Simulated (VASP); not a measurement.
# TiO2 (P4_2/mnm) in VASP: a series of runs

Aim: see how the results for TiO2 move with the level of theory and the settings. Levels: PBE, r2SCAN. Tasks: band structure.

Everything below comes from runs of VASP 6.6.1. Logs are shortened: lines on timing, memory, paths and dates and some standing lists are left out, and cuts for length are marked.

**Measured values to compare with.**

“Shallow Valence Band of Rutile GeO2 and P-type Doping”, 2020, arxiv:2011.08928 quotes, for a bulk crystal of TiO2 at 1.6 K: band gap 3.03 eV (direct).

The runs below are set against these values where they give the same quantity.

**1. Starting point**

The structure is tetragonal, space group P4_2/mnm (No. 136). The conventional cell has a = 4.645 Å, b = 4.645 Å, c = 2.967 Å, α = 90.00°, β = 90.00°, γ = 90.00°. Around Ti (site symmetry mmm) lie 6 O at 1.96 to 2.00 Å. O (site symmetry m2m) is surrounded by 3 Ti at 1.96 to 2.00 Å.

The cell is a database's computed one.

**2. Band structure, PBE**

INCAR reads:

```
ALGO     = Normal         # electronic algorithm
EDIFF    = 1E-6           # SCF threshold, eV
ENCUT    = 450            # plane-wave cutoff, eV
GGA      = PE             # functional
ISIF     = 2              # what is computed and relaxed
ISMEAR   = 0              # smearing method
KPAR     = 4            
LASPH    = T              # aspherical terms in the spheres
LCHARG   = F              # write CHGCAR
LMAXMIX  = 4              # l up to which the mixer works
LREAL    = F              # projectors in reciprocal space
LWAVE    = F              # write WAVECAR
NELM     = 120            # most SCF steps
PREC     = Accurate       # precision mode
SIGMA    = 0.02           # smearing width, eV
```

KPOINTS reads:

```
k-points
0
Gamma
  8 8 12
```

POSCAR reads:

```
TiO2                                    
1.0
    4.6447927350      0.0000000000      0.0000000000
    0.0000000000      4.6447927350      0.0000000000
    0.0000000000      0.0000000000      2.9669017091
  Ti              O             
     2     4
Direct
     0.5000000000000000    0.5000000000000000    0.0000000000000000
     0.0000000000000000    0.0000000000000000    0.5000000000000000
     0.6949785649527698    0.6949785649527698    0.5000000000000000
     0.8050214350472302    0.1949785649527698    0.0000000000000000
     0.1949785649527698    0.8050214350472302    0.0000000000000000
     0.3050214350472302    0.3050214350472302    0.5000000000000000
```

KPOINTS_OPT reads:

```
path GXMGZRAZ,XR,MA
10
line-mode
reciprocal
 0.0000000000  0.0000000000  0.0000000000  G
 0.0000000000  0.5000000000  0.0000000000  X

 0.0000000000  0.5000000000  0.0000000000  X
 0.5000000000  0.5000000000  0.0000000000  M

 0.5000000000  0.5000000000  0.0000000000  M
 0.0000000000  0.0000000000  0.0000000000  G

 0.0000000000  0.0000000000  0.0000000000  G
 0.0000000000  0.0000000000  0.5000000000  Z

 0.0000000000  0.0000000000  0.5000000000  Z
 0.0000000000  0.5000000000  0.5000000000  R

 0.0000000000  0.5000000000  0.5000000000  R
 0.5000000000  0.5000000000  0.5000000000  A

 0.5000000000  0.5000000000  0.5000000000  A
 0.0000000000  0.0000000000  0.5000000000  Z

 0.0000000000  0.5000000000  0.0000000000  X
 0.0000000000  0.5000000000  0.5000000000  R

 0.5000000000  0.5000000000  0.0000000000  M
 0.5000000000  0.5000000000  0.5000000000  A
```

Potentials or basis: VASP PAW PBE potentials, release 64 (Ti_sv, O).

Launch:

```console
cat potpaw_PBE.64/Ti_sv/POTCAR potpaw_PBE.64/O/POTCAR > POTCAR
mpirun -np 4 vasp_std > vasp.out
```

OUTCAR:

```text
EDIFF = 1E-6
   ENCUT = 450
   GGA = PE
   ISIF = 2
   ISMEAR = 0
   LASPH = T
   LREAL = F
   NELM = 120
   PREC = Accurate

 ion  position               nearest neighbor table
   1  0.500  0.500  0.000-   3 1.96   6 1.96   3 1.96   6 1.96   5 2.00   4 2.00
   2  0.000  0.000  0.500-   4 1.96   5 1.96   4 1.96   5 1.96   3 2.00   6 2.00
   3  0.695  0.695  0.500-   1 1.96   1 1.96   2 2.00
   4  0.805  0.195  0.000-   2 1.96   2 1.96   1 2.00
   5  0.195  0.805  0.000-   2 1.96   2 1.96   1 2.00
   6  0.305  0.305  0.500-   1 1.96   1 1.96   2 2.00

  LATTYP: Found a simple tetragonal cell.
 ALAT       =     4.6447927350
 C/A-ratio  =     0.6387586871

  Lattice vectors:

 A1 = (   4.6447927350,   0.0000000000,   0.0000000000)
 A2 = (   0.0000000000,   4.6447927350,   0.0000000000)
 A3 = (   0.0000000000,   0.0000000000,   2.9669017091)

Analysis of symmetry for initial positions (statically):
=====================================================================
 Subroutine PRICEL returns:
 Original cell was already a primitive cell.

 Routine SETGRP: Setting up the symmetry group for a
 simple tetragonal supercell.

 Subroutine GETGRP returns: Found 16 space group operations
 (whereof  8 operations were pure point group operations)
 out of a pool of 16 trial point group operations.

The static configuration has the point symmetry D_2h.
 The point group associated with its full space group is D_4h.

Analysis of symmetry for dynamics (positions and initial velocities):
=====================================================================
 Subroutine PRICEL returns:
 Original cell was already a primitive cell.

 Routine SETGRP: Setting up the symmetry group for a
 simple tetragonal supercell.

 Subroutine GETGRP returns: Found 16 space group operations
 (whereof  8 operations were pure point group operations)
 out of a pool of 16 trial point group operations.

The dynamic configuration has the point symmetry D_2h.
 The point group associated with its full space group is D_4h.

 Subroutine INISYM returns: Found 16 space group operations
 (whereof  8 operations are pure point group operations),
 and found     1 'primitive' translations

----------------------------------------------------------------------------------------

                                     Primitive cell

  volume of cell :      64.0082

  direct lattice vectors                    reciprocal lattice vectors
     4.644792735  0.000000000  0.000000000     0.215294860  0.000000000  0.000000000
     0.000000000  4.644792735  0.000000000     0.000000000  0.215294860  0.000000000
     0.000000000  0.000000000  2.966901709     0.000000000  0.000000000  0.337051948

  length of vectors
     4.644792735  4.644792735  2.966901709     0.215294860  0.215294860  0.337051948

  position of ions in fractional coordinates (direct lattice)
     0.500000000  0.500000000  0.000000000
     0.000000000  0.000000000  0.500000000
     0.694978565  0.694978565  0.500000000
     0.805021435  0.194978565  0.000000000
     0.194978565  0.805021435  0.000000000
     0.305021435  0.305021435  0.500000000

  ion indices of the primitive-cell ions
   primitive index   ion index
                 1           1
                 2           2
                 3           3
                 4           4
                 5           5
                 6           6

----------------------------------------------------------------------------------------

 KPOINTS: k-points

Automatic generation of k-mesh.
 Grid dimensions read from file:
 generate k-points for:    8    8   12

 Generating k-lattice:

  Cartesian coordinates                     Fractional coordinates (reciprocal lattice)
     0.026911857  0.000000000  0.000000000     0.125000000  0.000000000  0.000000000
     0.000000000  0.026911857  0.000000000     0.000000000  0.125000000  0.000000000
     0.000000000  0.000000000  0.028087662     0.000000000  0.000000000  0.083333333

  Length of vectors
     0.026911857  0.026911857  0.028087662

[... 48 lines left out ...]

 E-fermi :   4.7662     XC(G=0): -11.2763

 val. band max:        4.5634347808   @ k =   0.0000   0.0000   0.0000
 cond. band min:       6.3894552374   @ k =   0.0000   0.0000   0.0000
 fundamental gap:      1.8260204566
 Fermi energy:         4.7661858366

 k-point     1 :       0.0000    0.0000    0.0000
  band No.  band energies     occupation
      1     -52.4057      2.00000
      2     -52.3911      2.00000
      3     -28.6930      2.00000
      4     -28.6930      2.00000
      5     -28.5443      2.00000
      6     -28.5443      2.00000
[... 20 lines left out ...]
     27       6.9398      0.00000
     28       7.0161      0.00000

 k-point     2 :       0.1250    0.0000    0.0000
  band No.  band energies     occupation
      1     -52.4051      2.00000
      2     -52.3916      2.00000
      3     -28.6886      2.00000
      4     -28.6882      2.00000
      5     -28.5496      2.00000
      6     -28.5492      2.00000
[... 20 lines left out ...]
     27       7.0531      0.00000
     28       7.0805      0.00000

 k-point     3 :       0.2500    0.0000    0.0000
  band No.  band energies     occupation
      1     -52.4035      2.00000
      2     -52.3932      2.00000
      3     -28.6762      2.00000
      4     -28.6749      2.00000
      5     -28.5641      2.00000
      6     -28.5627      2.00000
[... 20 lines left out ...]
     27       7.2269      0.00000
     28       7.3095      0.00000

 k-point     4 :       0.3750    0.0000    0.0000
  band No.  band energies     occupation
      1     -52.4010      2.00000
      2     -52.3955      2.00000
      3     -28.6592      2.00000
      4     -28.6575      2.00000
      5     -28.5827      2.00000
      6     -28.5809      2.00000
[... 578 lines left out ...]
     27       7.1294      0.00000
     28       7.4199      0.00000

 k-point    23 :       0.3750    0.1250    0.0833
  band No.  band energies     occupation
      1     -52.3983      2.00000
      2     -52.3932      2.00000
      3     -28.6722      2.00000
      4     -28.6419      2.00000
      5     -28.5932      2.00000
      6     -28.5611      2.00000
[... 20 lines left out ...]
     27       7.2653      0.00000
     28       7.5302      0.00000

 k-point    24 :       0.5000    0.1250    0.0833
  band No.  band energies     occupation
      1     -52.3957      2.00000
      2     -52.3957      2.00000
      3     -28.6549      2.00000
      4     -28.6549      2.00000
      5     -28.5800      2.00000
      6     -28.5800      2.00000
[... 20 lines left out ...]
     27       7.4520      0.00000
     28       7.4520      0.00000

 [... further k-points ...]

------------------------ aborting loop because EDIFF is reached ----------------------------------------

  FORCE on cell =-STRESS in cart. coord.  units (eV):
  Direction    XX          YY          ZZ          XY          YZ          ZX
  --------------------------------------------------------------------------------------
  -------------------------------------------------------------------------------------
  Total       -0.5412494     -0.5412494     -0.5323950      0.0000000      0.0000000      0.0000000
  in kB      -13.5479056    -13.5479056    -13.3262724      0.0000000      0.0000000      0.0000000
  external PRESSURE =     -13.4740279 kB  Pullay stress =       0.0000000 kB

 VOLUME and BASIS-vectors are now :
 -----------------------------------------------------------------------------
  energy-cutoff  :      450.00
  volume of cell :       64.01
      direct lattice vectors                 reciprocal lattice vectors
     4.644792735  0.000000000  0.000000000     0.215294860  0.000000000  0.000000000
     0.000000000  4.644792735  0.000000000     0.000000000  0.215294860  0.000000000
     0.000000000  0.000000000  2.966901709     0.000000000  0.000000000  0.337051948

 POSITION                                       TOTAL-FORCE (eV/Angst)
 -----------------------------------------------------------------------------------
      2.32240      2.32240      0.00000         0.000000     -0.000000     -0.000000
      0.00000      0.00000      1.48345         0.000000     -0.000000     -0.000000
      3.22803      3.22803      1.48345         0.004784      0.004784      0.000000
      3.73916      0.90564      0.00000        -0.004784      0.004784      0.000000
      0.90564      3.73916      0.00000         0.004784     -0.004784     -0.000000
      1.41676      1.41676      1.48345        -0.004784     -0.004784     -0.000000
 -----------------------------------------------------------------------------------
    total drift:                               -0.000000     -0.000000      0.000000

  FREE ENERGIE OF THE ION-ELECTRON SYSTEM (eV)
  ---------------------------------------------------
  free  energy   TOTEN  =       -53.6890459495 eV

  energy  without entropy=      -53.6890459495  energy(sigma->0) =      -53.68904595
```

Run time: 28 s. Hardware: 4 MPI ranks of Intel Xeon 6975P-C (Granite Rapids), shared host; peak memory 0.31 GiB.

Results:

```yaml
Free_energy: -53.6890 eV
Largest_force: 0.007 eV/Å
Band_gap_on_the_k_mesh: 1.83 eV, direct
Band_gap_along_the_path: 1.83 eV, direct
```

Forces on the atoms (eV/Å):
```
Ti   0.000  0.000  0.000
Ti   0.000  0.000  0.000
O    0.005  0.005  0.000
O   -0.005  0.005  0.000
O    0.005 -0.005  0.000
O   -0.005 -0.005  0.000
```

Levels at the corners of the path, in eV from the valence-band top:
```
point  band 21  band 22  band 23  band 24  band 25  band 26  band 27  band 28
    Γ    -0.67    -0.43    -0.43     0.00     1.83     2.11     2.38     2.45
    X    -1.56    -1.56    -0.71    -0.71     2.47     2.47     2.94     2.94
    X    -1.56    -1.56    -0.71    -0.71     2.47     2.47     2.94     2.94
    M    -1.25    -1.25    -1.04    -1.04     1.86     1.86     2.47     2.47
    M    -1.25    -1.25    -1.04    -1.04     1.86     1.86     2.47     2.47
    Γ    -0.67    -0.43    -0.43     0.00     1.83     2.11     2.38     2.45
    Γ    -0.67    -0.43    -0.43     0.00     1.83     2.11     2.38     2.45
    Z    -2.23    -2.23    -1.40    -1.40     2.87     2.87     3.13     3.13
    Z    -2.23    -2.23    -1.40    -1.40     2.87     2.87     3.13     3.13
    R    -1.98    -1.98    -0.99    -0.99     1.87     1.87     3.15     3.15
    R    -1.98    -1.98    -0.99    -0.99     1.87     1.87     3.15     3.15
    A    -1.21    -1.21    -0.67    -0.67     2.53     2.53     3.14     3.15
    A    -1.21    -1.21    -0.67    -0.67     2.53     2.53     3.15     3.16
    Z    -2.23    -2.23    -1.40    -1.40     2.87     2.87     3.13     3.13
    X    -1.56    -1.56    -0.71    -0.71     2.47     2.47     2.94     2.94
    R    -1.98    -1.98    -0.99    -0.99     1.87     1.87     3.15     3.15
    M    -1.25    -1.25    -1.04    -1.04     1.86     1.86     2.47     2.47
    A    -1.21    -1.21    -0.67    -0.67     2.53     2.53     3.14     3.16
```

Caveat: the cutoff is under 1.25 times the usual one of these potentials, so pressure, stress and relaxed cells hold a basis-set (Pulay) error.

(Part 1 of 2 ends here.)
